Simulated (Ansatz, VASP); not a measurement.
# LaGaO3 in two plane-wave programs, part 2 of 2

One calculation is typed for both programs; each brings its own data sets. How far apart do they land? The cell is taken from a series of runs on this material, whose earlier steps may have relaxed, scaled, displaced or heated it; both programs get it as it stands.

VASP 6.6.1 and Ansatz 0.2.0.

So far: The starting structure; Ansatz: dielectric response, LDA.

### 3. VASP: dielectric response, LDA

Level of this step: LDA; plane waves and PAW (La, Ga_d, O) (VASP).

The same cell, functional (in two slightly different forms) and mesh now go to VASP, with its own data sets.

Lines of VASP's logs that name or quote its potential files are left out, and so is its time.

INCAR

```
SYSTEM = LaGaO3
PREC = Accurate
ENCUT = 520
EDIFF = 1E-08
NELM = 200
ISMEAR = 0
SIGMA = 0.01
LREAL = .FALSE.
ALGO = Normal
GGA = CA
NBANDS = 52
LASPH = .TRUE.
LORBIT = 11
LWAVE = .FALSE.
LCHARG = .FALSE.
ISIF = 2
LEPSILON = .TRUE.
GGA_COMPAT = .FALSE.
EFERMI = MIDGAP
LMAXMIX = 6
KPAR = 2
```

POSCAR

```
LaGaO3
1.0
    2.7714500000      1.6000974035      4.4776000000
   -2.7714500000      1.6000974035      4.4776000000
    0.0000000000     -3.2001948071      4.4776000000
La Ga O
2 2 6
Direct
    0.2500000000      0.2500000000      0.2500000000
    0.7500000000      0.7500000000      0.7500000000
    0.0000000000      0.0000000000      0.0000000000
    0.5000000000      0.5000000000      0.5000000000
    0.8048000000      0.6952000000      0.2500000000
    0.2500000000      0.8048000000      0.6952000000
    0.6952000000      0.2500000000      0.8048000000
    0.1952000000      0.3048000000      0.7500000000
    0.7500000000      0.1952000000      0.3048000000
    0.3048000000      0.7500000000      0.1952000000
```

KPOINTS

```
Automatic mesh
0
Gamma
6 6 6
0 0 0
```

Potentials, in the order of the species: La, Ga_d and O (LDA family, release 64).

The run is started by

```console
$ mpirun -np 2 vasp_std
```

Numbers of over 12 decimals in the logs are rounded to 6 here.

The program printed:

```text
[banner, memory and clock lines left out]
running    2 mpi-ranks, on    1 nodes
 distrk:  each k-point on    1 cores,    2 groups
 distr:  one band on    1 cores,    1 groups

 POSCAR found type information on POSCAR LaGaO
 POSCAR found :  3 types and      10 ions
 LDA part: xc-table for (Slater(with rela. corr.)+CA(PZ))
 , standard interpolation
 POSCAR, INCAR and KPOINTS ok, starting setup
 FFT: planning ... GRIDC
 FFT: planning ... GRID_SOFT
 FFT: planning ... GRID
 WAVECAR not read
 entering main loop
       N       E                     dE             d eps       ncg     rms          rms(c)
DAV:   1     0.106261744145E+04    0.10626E+04   -0.34805E+04  3756   0.284E+03
DAV:   2     0.287694335801E+03   -0.77492E+03   -0.70011E+03  3480   0.612E+02
DAV:   3     0.330853760163E+01   -0.28439E+03   -0.26438E+03  4024   0.276E+02
DAV:   4    -0.808604284320E+02   -0.84169E+02   -0.79317E+02  5556   0.136E+02
DAV:   5    -0.887738959484E+02   -0.79135E+01   -0.78996E+01  5512   0.422E+01    0.170E+01
DAV:   6    -0.805112017538E+02    0.82627E+01   -0.55659E+01  6064   0.540E+01    0.616E+00
DAV:   7    -0.808281954315E+02   -0.31699E+00   -0.67419E+00  5808   0.169E+01    0.354E+00
DAV:   8    -0.807393361201E+02    0.88859E-01   -0.10291E+00  5672   0.686E+00    0.115E+00
DAV:   9    -0.807062995243E+02    0.33037E-01   -0.27372E-01  5664   0.430E+00    0.215E-01
DAV:  10    -0.807091196662E+02   -0.28201E-02   -0.36058E-02  5936   0.112E+00    0.115E-01
DAV:  11    -0.807096530141E+02   -0.53335E-03   -0.50504E-03  5960   0.678E-01    0.103E-01
DAV:  12    -0.807095033289E+02    0.14969E-03   -0.16745E-03  5992   0.322E-01    0.350E-02
DAV:  13    -0.807095081794E+02   -0.48505E-05   -0.32507E-04  6152   0.136E-01    0.796E-03
DAV:  14    -0.807095109353E+02   -0.27559E-05   -0.43899E-05  5288   0.473E-02    0.513E-03
DAV:  15    -0.807095109282E+02    0.70359E-08   -0.74190E-06  6336   0.157E-02    0.120E-03
DAV:  16    -0.807095109879E+02   -0.59692E-07   -0.90233E-07  5600   0.761E-03    0.113E-03
DAV:  17    -0.807095109767E+02    0.11209E-07   -0.11208E-07  5360   0.340E-03    0.491E-04
DAV:  18    -0.807095109736E+02    0.30814E-08   -0.62272E-08  4352   0.178E-03
   1 F= -.80709511E+02 E0= -.80709511E+02  d E =0.000000E+00
 Linear response reoptimize wavefunctions to high precision
DAV:   1    -0.807095109745E+02   -0.90222E-09   -0.99416E-09  3008   0.889E-04
DAV:   2    -0.807095109747E+02   -0.13824E-09   -0.26178E-09  2816   0.629E-04
DAV:   3    -0.807095109750E+02   -0.31650E-09   -0.15082E-09  2816   0.460E-04
 Linear response G [H, r] |phi>, progress :
  Direction:   1
       N       E                     dE             d eps       ncg     rms
RMM:   1    -0.285758712628E+03   -0.28576E+03    0.63616E+02  6455   0.308E+02
RMM:   2    -0.236600710672E+03    0.49158E+02   -0.42086E+02  6925   0.957E+01
RMM:   3    -0.251719339802E+03   -0.15119E+02   -0.14285E+02  8324   0.338E+01
RMM:   4    -0.255547393542E+03   -0.38281E+01   -0.42091E+01  9113   0.152E+01
RMM:   5    -0.256517812657E+03   -0.97042E+00   -0.13777E+01  9340   0.850E+00
RMM:   6    -0.256962017165E+03   -0.44420E+00   -0.64799E+00  9416   0.537E+00
RMM:   7    -0.257135721526E+03   -0.17370E+00   -0.32511E+00  9368   0.384E+00
RMM:   8    -0.257245950765E+03   -0.11023E+00   -0.19457E+00  9304   0.296E+00
RMM:   9    -0.257313732553E+03   -0.67782E-01   -0.11949E+00  9071   0.246E+00
RMM:  10    -0.257366428663E+03   -0.52696E-01   -0.82595E-01  9019   0.211E+00
RMM:  11    -0.257391185445E+03   -0.24757E-01   -0.48557E-01  8735   0.189E+00
RMM:  12    -0.257422151363E+03   -0.30966E-01   -0.36626E-01  8654   0.173E+00
RMM:  13    -0.257448091701E+03   -0.25940E-01   -0.32670E-01  8448   0.161E+00
RMM:  14    -0.257461251285E+03   -0.13160E-01   -0.22499E-01  8290   0.152E+00
RMM:  15    -0.257476660854E+03   -0.15410E-01   -0.20928E-01  8235   0.145E+00
RMM:  16    -0.257487121829E+03   -0.10461E-01   -0.16581E-01  8075   0.140E+00
RMM:  17    -0.257492123732E+03   -0.50019E-02   -0.10964E-01  8105   0.136E+00
RMM:  18    -0.257501754063E+03   -0.96303E-02   -0.10750E-01  7995   0.133E+00
 Linear response G [H, r] |phi>, progress :
  Direction:   2
       N       E                     dE             d eps       ncg     rms
RMM:   1    -0.287204838716E+03   -0.28720E+03    0.62261E+02  6422   0.311E+02
RMM:   2    -0.238677928701E+03    0.48527E+02   -0.46707E+02  6850   0.101E+02
RMM:   3    -0.257094404065E+03   -0.18416E+02   -0.16668E+02  8341   0.367E+01
RMM:   4    -0.261749559466E+03   -0.46552E+01   -0.50470E+01  9074   0.166E+01
RMM:   5    -0.262850428451E+03   -0.11009E+01   -0.15988E+01  9413   0.937E+00
RMM:   6    -0.263356825157E+03   -0.50640E+00   -0.76613E+00  9427   0.598E+00
RMM:   7    -0.263589009476E+03   -0.23218E+00   -0.38942E+00  9409   0.432E+00
RMM:   8    -0.263723100875E+03   -0.13409E+00   -0.23999E+00  9320   0.336E+00
RMM:   9    -0.263820074452E+03   -0.96974E-01   -0.14899E+00  9151   0.282E+00
[...]
RMM:  20    -0.147022407492E+01   -0.15350E-04   -0.23734E-04  8579   0.552E-02
RMM:  21    -0.147023660559E+01   -0.12531E-04   -0.22583E-04  8554   0.533E-02
RMM:  22    -0.147024023226E+01   -0.36267E-05   -0.18993E-04  8464   0.515E-02
RMM:  23    -0.147025184224E+01   -0.11610E-04   -0.18555E-04  8459   0.505E-02
[...]
RMM:  20    -0.134350472858E+01   -0.78476E-05   -0.30893E-04  8379   0.634E-02
RMM:  21    -0.134351138455E+01   -0.66560E-05   -0.28748E-04  8339   0.617E-02
RMM:  22    -0.134351187159E+01   -0.48704E-06   -0.22411E-04  8311   0.598E-02
RMM:  23    -0.134350762768E+01    0.42439E-05   -0.24781E-04  8355   0.586E-02
 change of polarisation eV/A/(eV/A) component  3 :    -0.117    -0.406     2.681
 dielectric tensor                  component  3 :    -0.178    -0.617     5.072
 Linear response to external field, progress :
  Direction:   1
       N       E                     dE             d eps       ncg     rms          rms(c)
RMM:   1    -0.495217133617E+00   -0.49522E+00   -0.84376E+00  7164   0.520E+01
RMM:   2    -0.638684502736E+00   -0.14347E+00   -0.19129E+00 12820   0.997E+00    0.914E-01
RMM:   3    -0.908588046356E+00   -0.26990E+00   -0.15414E+00 13952   0.596E+00    0.792E-01
RMM:   4    -0.113427171738E+01   -0.22568E+00   -0.99317E-01 16483   0.361E+00    0.614E-01
RMM:   5    -0.123904758035E+01   -0.10478E+00   -0.41403E-01 18318   0.231E+00    0.240E-01
RMM:   6    -0.137053305885E+01   -0.13149E+00   -0.62255E-01 19233   0.139E+00    0.854E-02
RMM:   7    -0.140427742682E+01   -0.33744E-01   -0.15754E-01 19892   0.668E-01    0.498E-02
RMM:   8    -0.141287628584E+01   -0.85989E-02   -0.36877E-02 20039   0.368E-01    0.304E-02
RMM:   9    -0.141158417181E+01    0.12921E-02   -0.14062E-02 19827   0.249E-01    0.403E-02
RMM:  10    -0.141318328657E+01   -0.15991E-02   -0.65596E-03 20130   0.188E-01    0.250E-02
RMM:  11    -0.141332262303E+01   -0.13934E-03   -0.35513E-03 20148   0.147E-01    0.303E-02
RMM:  12    -0.141315575293E+01    0.16687E-03   -0.23536E-03 19824   0.127E-01    0.458E-02
RMM:  13    -0.141434754052E+01   -0.11918E-02   -0.14329E-03 19181   0.115E-01    0.143E-02
RMM:  14    -0.141448033009E+01   -0.13279E-03   -0.10677E-03 19725   0.962E-02    0.149E-02
[...]
RMM:  28    -0.141578207060E+01    0.18036E-05   -0.22351E-04 17880   0.484E-02    0.358E-03
RMM:  29    -0.141576483167E+01    0.17239E-04   -0.15350E-04 17860   0.481E-02    0.301E-03
RMM:  30    -0.141574033433E+01    0.24497E-04   -0.20673E-04 17880   0.477E-02    0.216E-03
RMM:  31    -0.141570454622E+01    0.35788E-04   -0.14024E-04 17876   0.476E-02    0.117E-03
RMM:  32    -0.141567930889E+01    0.25237E-04   -0.21914E-04 17867   0.472E-02    0.526E-04
RMM:  33    -0.141565645297E+01    0.22856E-04   -0.15499E-04 17864   0.472E-02    0.498E-04
RMM:  34    -0.141564222624E+01    0.14227E-04   -0.19313E-04 17762   0.469E-02    0.551E-04
RMM:  35    -0.141563971253E+01    0.25137E-05   -0.20138E-04 17791   0.470E-02    0.579E-04
 change of polarisation eV/A/(eV/A) component  1 :     2.705    -0.171    -0.258
 dielectric tensor                  component  1 :     5.108    -0.260    -0.392
 Linear response to external field, progress :
  Direction:   2
       N       E                     dE             d eps       ncg     rms          rms(c)
RMM:   1    -0.495222218736E+00   -0.49522E+00   -0.84375E+00  7170   0.520E+01
RMM:   2    -0.636953152594E+00   -0.14173E+00   -0.19015E+00 12875   0.997E+00    0.917E-01
RMM:   3    -0.917352350286E+00   -0.28040E+00   -0.15818E+00 13936   0.593E+00    0.792E-01
RMM:   4    -0.113474298727E+01   -0.21739E+00   -0.96535E-01 16478   0.358E+00    0.600E-01
RMM:   5    -0.123150739692E+01   -0.96764E-01   -0.38258E-01 18377   0.231E+00    0.247E-01
RMM:   6    -0.137092464447E+01   -0.13942E+00   -0.62609E-01 19206   0.138E+00    0.812E-02
RMM:   7    -0.140561764599E+01   -0.34693E-01   -0.15685E-01 19885   0.668E-01    0.447E-02
RMM:   8    -0.141208640623E+01   -0.64688E-02   -0.35235E-02 20194   0.362E-01    0.332E-02
RMM:   9    -0.141279309339E+01   -0.70669E-03   -0.14248E-02 19884   0.246E-01    0.205E-02
RMM:  10    -0.141509456126E+01   -0.23015E-02   -0.63263E-03 20131   0.189E-01    0.141E-02
RMM:  11    -0.141411189579E+01    0.98267E-03   -0.38165E-03 19983   0.149E-01    0.198E-02
RMM:  12    -0.141383909469E+01    0.27280E-03   -0.21192E-03 20084   0.124E-01    0.321E-02
RMM:  13    -0.141453300270E+01   -0.69391E-03   -0.15841E-03 19446   0.110E-01    0.181E-02
RMM:  14    -0.141480229584E+01   -0.26929E-03   -0.95136E-04 19837   0.948E-02    0.168E-02
RMM:  15    -0.141500615270E+01   -0.20386E-03   -0.76914E-04 19630   0.843E-02    0.147E-02
RMM:  16    -0.141504924798E+01   -0.43095E-04   -0.51874E-04 19444   0.772E-02    0.165E-02
 change of polarisation eV/A/(eV/A) component  2 :    -0.170     2.702    -0.000
 dielectric tensor                  component  2 :    -0.259     5.105    -0.000
 Linear response to external field, progress :
  Direction:   3
       N       E                     dE             d eps       ncg     rms          rms(c)
RMM:   1    -0.474671640181E+00   -0.47467E+00   -0.61850E+00  3405   0.470E+01
RMM:   2    -0.645359674664E+00   -0.17069E+00   -0.21421E+00  6119   0.941E+00    0.937E-01
RMM:   3    -0.884266054135E+00   -0.23891E+00   -0.14887E+00  6522   0.547E+00    0.783E-01
RMM:   4    -0.108469301926E+01   -0.20043E+00   -0.90200E-01  7605   0.334E+00    0.530E-01
RMM:   5    -0.120555284930E+01   -0.12086E+00   -0.57695E-01  8648   0.206E+00    0.280E-01
RMM:   6    -0.132217983596E+01   -0.11663E+00   -0.46031E-01  8760   0.124E+00    0.861E-02
RMM:   7    -0.133361981326E+01   -0.11440E-01   -0.13229E-01  8913   0.619E-01    0.106E-01
RMM:   8    -0.133807781783E+01   -0.44580E-02   -0.36481E-02  9371   0.352E-01    0.111E-01
RMM:   9    -0.133839158378E+01   -0.31377E-03   -0.16463E-02  9224   0.248E-01    0.145E-01
RMM:  10    -0.134146229171E+01   -0.30707E-02   -0.78902E-03  8829   0.222E-01    0.764E-02
RMM:  11    -0.134331670044E+01   -0.18544E-02   -0.52531E-03  8966   0.182E-01    0.409E-02
RMM:  12    -0.134499063035E+01   -0.16739E-02   -0.29102E-03  9079   0.150E-01    0.319E-02
RMM:  13    -0.134733869888E+01   -0.23481E-02   -0.22501E-03  8983   0.130E-01    0.394E-02
RMM:  14    -0.134655035285E+01    0.78835E-03   -0.15113E-03  8797   0.117E-01    0.135E-02
RMM:  15    -0.134664954156E+01   -0.99189E-04   -0.11481E-03  8832   0.100E-01    0.118E-02
RMM:  16    -0.134676310055E+01   -0.11356E-03   -0.91353E-04  8646   0.922E-02    0.107E-02
RMM:  17    -0.134679248976E+01   -0.29389E-04   -0.80296E-04  8650   0.856E-02    0.118E-02
 change of polarisation eV/A/(eV/A) component  3 :    -0.115    -0.398     2.565
 dielectric tensor                  component  3 :    -0.174    -0.605     4.897
 Born effective charges drift removed
```

Parts of OUTCAR (step 3):

```text
ion  position               nearest neighbor table
   1  0.250  0.250  0.250-   6 2.47   7 2.47   5 2.47  10 2.77   9 2.77  10 2.77   9 2.77   8 2.77
                             8 2.77
   2  0.750  0.750  0.750-   9 2.47  10 2.47   8 2.47   6 2.77   7 2.77   7 2.77   6 2.77   5 2.77
                             5 2.77
   3  0.000  0.000  0.000-   5 1.98   8 1.98   6 1.98   9 1.98   7 1.98  10 1.98
   4  0.500  0.500  0.500-   5 1.98   8 1.98   7 1.98  10 1.98   9 1.98   6 1.98
   5  0.805  0.695  0.250-   3 1.98   4 1.98   1 2.47   2 2.77   2 2.77
   6  0.250  0.805  0.695-   3 1.98   4 1.98   1 2.47   2 2.77   2 2.77
   7  0.695  0.250  0.805-   4 1.98   3 1.98   1 2.47   2 2.77   2 2.77
   8  0.195  0.305  0.750-   3 1.98   4 1.98   2 2.47   1 2.77   1 2.77
   9  0.750  0.195  0.305-   3 1.98   4 1.98   2 2.47   1 2.77   1 2.77
  10  0.305  0.750  0.195-   4 1.98   3 1.98   2 2.47   1 2.77   1 2.77

  LATTYP: Found a trigonal (rhomboedric) cell.
 ALAT       =     5.5036486591
 COS(alpha) =     0.4928426920

 Subroutine GETGRP returns: Found 12 space group operations
 (whereof  6 operations were pure point group operations)

The static configuration has the point symmetry S_6 .
 The point group associated with its full space group is D_3d.

 Found     32 irreducible k-points:

   k-points           NKPTS =     32   k-points in BZ     NKDIM =     32   number of bands    NBANDS=     52

   dimension x,y,z NGX =    42 NGY =   42 NGZ =   42
   dimension x,y,z NGXF=    84 NGYF=   84 NGZF=   84

   ENCUT  =  520.0 eV  38.22 Ry    6.18 a.u.  10.23 10.23 10.23*2*pi/ulx,y,z

   NELECT =      84.0000    total number of electrons

 k-points in reciprocal lattice and weights: Automatic mesh
   0.00000000  0.00000000  0.00000000       0.005
   0.16666667  0.00000000  0.00000000       0.028
   0.33333333  0.00000000 -0.00000000       0.028
   0.50000000 -0.00000000 -0.00000000       0.014
   0.16666667  0.16666667  0.00000000       0.028
   0.33333333  0.16666667  0.00000000       0.056
   0.50000000  0.16666667  0.00000000       0.056
  -0.33333333  0.16666667  0.00000000       0.056
  -0.16666667  0.16666667  0.00000000       0.028
[...]
-0.33333333  0.50000000  0.33333333       0.028
   0.50000000  0.50000000  0.50000000       0.005

 average (electrostatic) potential at core
       1 -95.1831       2 -95.1831       3 -62.6405       4 -62.6405       5 -67.8348
       6 -67.8348       7 -67.8348       8 -67.8348       9 -67.8348      10 -67.8348

  Total       -6.6158708     -6.6158708     -6.6121467     -0.0000000      0.0000000      0.0000000
  in kB      -88.9708184    -88.9708183    -88.9207366     -0.0000000      0.0000000      0.0000000
  external PRESSURE =     -88.9541244 kB  Pullay stress =       0.0000000 kB

  energy-cutoff  :      520.00
  volume of cell :      119.14
      direct lattice vectors                 reciprocal lattice vectors
     2.771450000  1.600097403  4.477600000     0.180410976  0.104160326  0.074444643
    -2.771450000  1.600097403  4.477600000    -0.180410976  0.104160326  0.074444643
     0.000000000 -3.200194807  4.477600000     0.000000000 -0.208320651  0.074444643

 POSITION                                       TOTAL-FORCE (eV/Angst)
 -----------------------------------------------------------------------------------
      0.00000     -0.00000      3.35820        -0.000000     -0.000000      0.000000
      0.00000     -0.00000     10.07460        -0.000000      0.000000      0.000000
      0.00000      0.00000      0.00000        -0.000000      0.000000      0.000000
      0.00000     -0.00000      6.71640        -0.000000     -0.000000      0.000000
      0.30375      1.60010      7.83580         0.251994     -0.000000     -0.000000
     -1.53760     -0.53699      7.83580        -0.125997      0.218233      0.000000
      1.23385     -1.06310      7.83580        -0.125997     -0.218233      0.000000
     -0.30375     -1.60010      5.59700        -0.251994     -0.000000      0.000000
      1.53760      0.53699      5.59700         0.125997     -0.218233      0.000000
     -1.23385      1.06310      5.59700         0.125997      0.218233      0.000000
 -----------------------------------------------------------------------------------
    total drift:                                0.000000      0.000000     -0.000000

 MACROSCOPIC STATIC DIELECTRIC TENSOR (including local field effects in DFT)
 ------------------------------------------------------
           5.106181    -0.000000     0.000000
          -0.000000     5.106181    -0.000000
           0.000000    -0.000000     4.896574
 ------------------------------------------------------

 PIEZOELECTRIC TENSOR (including local field effects)  for field in x, y, z        (C/m^2)
          XX          YY          ZZ          XY          YZ          ZX
  --------------------------------------------------------------------------------
  x     0.00000     0.00000     0.00000     0.00000     0.00000     0.00000
  y     0.00000     0.00000     0.00000     0.00000     0.00000     0.00000
  z     0.00000     0.00000     0.00000     0.00000     0.00000     0.00000

 BORN EFFECTIVE CHARGES (including local field effects) (in |e|, cummulative output)
 ---------------------------------------------------------------------------------
 ion    1
    1     4.62553     0.00000     0.00000
    2     0.00000     4.62553    -0.00000
    3     0.00000    -0.00000     4.23153
 ion    2
    1     4.62553     0.00000     0.00000
    2     0.00000     4.62553    -0.00000
    3     0.00000    -0.00000     4.23153
 ion    3
    1     3.28011    -0.11385     0.00000
    2     0.11385     3.28011    -0.00000
    3    -0.00000    -0.00000     3.15667
 ion    4
    1     3.28011     0.11385     0.00000
    2    -0.11385     3.28011    -0.00000
    3     0.00000    -0.00000     3.15667
 ion    5
    1    -2.58824    -0.00000    -0.00000
    2     0.00000    -2.68218    -0.23774
    3     0.00000    -0.24609    -2.46273
 ion    6
    1    -2.65870    -0.04068     0.20589
    2    -0.04068    -2.61173     0.11887
    3     0.21312     0.12304    -2.46273
 ion    7
    1    -2.65870     0.04068    -0.20589
    2     0.04068    -2.61173     0.11887
    3    -0.21312     0.12304    -2.46273
 ion    8
    1    -2.58824     0.00000     0.00000
    2     0.00000    -2.68218    -0.23774
    3     0.00000    -0.24609    -2.46273
 ion    9
    1    -2.65870    -0.04068     0.20589
    2    -0.04068    -2.61173     0.11887
    3     0.21312     0.12304    -2.46273
 ion   10
    1    -2.65870     0.04068    -0.20589
    2     0.04068    -2.61173     0.11887
    3    -0.21312     0.12304    -2.46273
```

### 4. Differences

Known differences besides the potentials themselves: the two LDA forms differ slightly; fixed occupations in Ansatz, narrow Gaussian smearing in VASP; the cutoff is 420 eV in Ansatz and 520 eV in VASP; VASP's log shows a relativistic correction to its local exchange, Ansatz's none. Total energies have different zeros and are not compared.

The two programs side by side:

```
                                     quantity  Ansatz   VASP  difference
                                        ε∞ xx    5.21   5.11     +2.09 %
                                        ε∞ yy    5.21   5.11     +2.09 %
                                        ε∞ zz    5.02   4.90     +2.45 %
Born charge of La1 (mean of the diagonal) (e)    4.32   4.49       -0.18
Born charge of Ga3 (mean of the diagonal) (e)    3.35   3.24       +0.11
 Born charge of O5 (mean of the diagonal) (e)   -2.55  -2.58       +0.02
```

### 5. Summary of results

| Item | Value |
| --- | --- |
| difference in ε∞ zz (dielectric response, LDA) | 2.5 % |

In words: The difference in ε∞ zz is 2.5 % (dielectric response, LDA), within the 5 % picked in this series as the mark of a large difference. How closely two codes agree says nothing of how well the functional describes the real material.

[Lines on the potential files, build, host, timing and source positions are cut from VASP's logs without a mark.]

[Logs are printed without paths, hosts, clocks, repeated set-up lines and the standing remarks that a program may print on its own settings, such as how far it seeks lower states.]

[Hosts, paths, dates, database ids (printed as entryN), source tags and the programs' standing remarks are cut or masked in the printed files.]
